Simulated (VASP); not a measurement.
Consider the following.

```yaml
crystal:
  lattice:
    - [-1.46370, 1.46370, 1.46370]
    - [1.46370, -1.46370, 1.46370]
    - [1.46370, 1.46370, -1.46370]
  atoms:
    - { symbol: Fe, position: [0.00000, 0.00000, 0.00000], spin: 2.5 }
```

The numbers are results of PBE GGA, VASP's PBE PAW potentials (set 64) (plane waves; VASP), not measurements. Run with 400 eV cut-off, 16×16×16 Γ-centred mesh, first-order Methfessel-Paxton smearing of 0.10 eV, potentials Fe.

### Question
Give the stress tensor in GPa (positive for a compressed cell).

### Answer

```
-12.83    0.00    0.00
  0.00  -12.83    0.00
  0.00    0.00  -12.83
```
The pressure is its mean diagonal, -12.83 GPa.

The compound is Fe in the bcc structure. The cell was not relaxed at this level.
